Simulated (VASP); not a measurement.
Method: optB88-vdW, VASP's PBE PAW potentials (set 64) (plane waves; VASP).

Input for VASP

File POSCAR:
```
BN
1
   -0.0000000000     1.8121398978     1.8121398978
    1.8121398978     0.0000000000     1.8121398978
    1.8121398978     1.8121398978     0.0000000000
B N
1 1
Direct
  0.0000000000   0.0000000000   0.0000000000
  0.2500000000   0.2500000000   0.2500000000
```

INCAR:
```
AGGAC=0.0
ALGO=Normal
EDIFF=1E-7
ENCUT=520
GGA=BO
ISIF=2
ISMEAR=-5
LASPH=.TRUE.
LCHARG=.TRUE.
LORBIT=11
LREAL=.FALSE.
LUSE_VDW=.TRUE.
LWAVE=.FALSE.
NEDOS=601
NELM=100
PARAM1=0.1833333333
PARAM2=0.22
PREC=Accurate
SYSTEM=BN
```

KPOINTS:
```
Automatic mesh
0
Gamma
14 14 14
0 0 0
```

POTCAR, in this order: B N (PBE.64 set). Program: vasp_std.

The resulting files:

### OSZICAR
```
       N       E                     dE             d eps       ncg     rms          rms(c)
DAV:   1     0.110257242168E+02    0.11026E+02   -0.52727E+03  1744   0.993E+02
DAV:   2    -0.164127247425E+02   -0.27438E+02   -0.27351E+02  2304   0.176E+02
DAV:   3    -0.166115481024E+02   -0.19882E+00   -0.19882E+00  1888   0.186E+01
DAV:   4    -0.166117475518E+02   -0.19945E-03   -0.19945E-03  2376   0.513E-01
DAV:   5    -0.166117475942E+02   -0.42404E-07   -0.42404E-07  1816   0.598E-03    0.701E+00
DAV:   6    -0.155992994446E+02    0.10124E+01   -0.43011E+00  2144   0.152E+01    0.325E+00
DAV:   7    -0.155242788187E+02    0.75021E-01   -0.10069E-01  2248   0.312E+00    0.192E+00
DAV:   8    -0.155053012998E+02    0.18978E-01   -0.57593E-02  2032   0.209E+00    0.201E-01
DAV:   9    -0.155054170160E+02   -0.11572E-03   -0.54680E-04  1720   0.278E-01    0.865E-02
DAV:  10    -0.155054783386E+02   -0.61323E-04   -0.10543E-04  2184   0.126E-01    0.139E-02
DAV:  11    -0.155054807966E+02   -0.24579E-05   -0.44864E-06  1768   0.210E-02    0.653E-03
DAV:  12    -0.155054808051E+02   -0.85105E-08   -0.96120E-07  1928   0.817E-03
   1 F= -.15505481E+02 E0= -.15505481E+02  d E =0.000000E+00
```

### OUTCAR
```
------------------------ aborting loop because EDIFF is reached ----------------------------------------
  FORCE on cell =-STRESS in cart. coord.  units (eV):
  Direction    XX          YY          ZZ          XY          YZ          ZX
  --------------------------------------------------------------------------------------
  Total        0.0001096      0.0001096      0.0001096      0.0000000      0.0000000      0.0000000
  in kB        0.0147507      0.0147507      0.0147507      0.0000000      0.0000000      0.0000000
  external PRESSURE =       0.0147507 kB  Pullay stress =       0.0000000 kB
  volume of cell :       11.90
      direct lattice vectors                 reciprocal lattice vectors
     0.000000000  1.812139898  1.812139898    -0.275916887  0.275916887  0.275916887
     1.812139898  0.000000000  1.812139898     0.275916887 -0.275916887  0.275916887
     1.812139898  1.812139898  0.000000000     0.275916887  0.275916887 -0.275916887
  FREE ENERGIE OF THE ION-ELECTRON SYSTEM (eV)
  ---------------------------------------------------
  free  energy   TOTEN  =       -15.5054808051 eV

  energy  without entropy=      -15.5054808051  energy(sigma->0) =      -15.50548081

 total charge

# of ion       s       p       d       tot
------------------------------------------
    1        0.669   1.346   0.000   2.014
    2        1.210   2.776   0.000   3.985
--------------------------------------------------
tot          1.878   4.121   0.000   5.999
```
(Selected blocks of OUTCAR.)

File OUTCAR:
```
 val. band max:        7.1476170171   @ k =   0.0000   0.0000   0.0000

 cond. band min:      11.8371676761   @ k =   0.5000   0.5000   0.0000


 Fermi energy:         7.1651980277

 k-point     1 :       0.0000    0.0000    0.0000
  band No.  band energies     occupation
      1     -12.8483      2.00000
      2       7.1476      2.00000
      3       7.1476      2.00000
      4       7.1476      2.00000
      5      16.0196      0.00000
      6      16.0196      0.00000
      7      16.0196      0.00000
      8      17.5756      0.00000

 k-point     2 :       0.0714    0.0000    0.0000
  band No.  band energies     occupation
      1     -12.7254      2.00000
      2       6.4813      2.00000
      3       7.0162      2.00000
      4       7.0162      2.00000
      5      16.1865      0.00000
      6      16.2202      0.00000
      7      16.2202      0.00000
      8      17.9750      0.00000

 k-point     3 :       0.1429    0.0000    0.0000
  band No.  band energies     occupation
      1     -12.3602      2.00000
      2       4.8568      2.00000
      3       6.6790      2.00000
      4       6.6790      2.00000
      5      16.4634      0.00000
      6      16.7211      0.00000
      7      16.7211      0.00000
      8      19.0027      0.00000

 k-point     4 :       0.2143    0.0000    0.0000
  band No.  band energies     occupation
      1     -11.7644      2.00000
      2       2.8323      2.00000
      3       6.2542      2.00000
      4       6.2542      2.00000
      5      16.7294      0.00000
      6      17.2877      0.00000
      7      17.2877      0.00000
      8      20.1849      0.00000

 k-point     5 :       0.2857    0.0000    0.0000
  band No.  band energies     occupation
      1     -10.9656      2.00000
      2       0.7475      2.00000
      3       5.8456      2.00000
      4       5.8456      2.00000
      5      16.9764      0.00000
      6      17.6999      0.00000
      7      17.6999      0.00000
...
```

The compound is BN in the zinc blende structure. It was relaxed first.
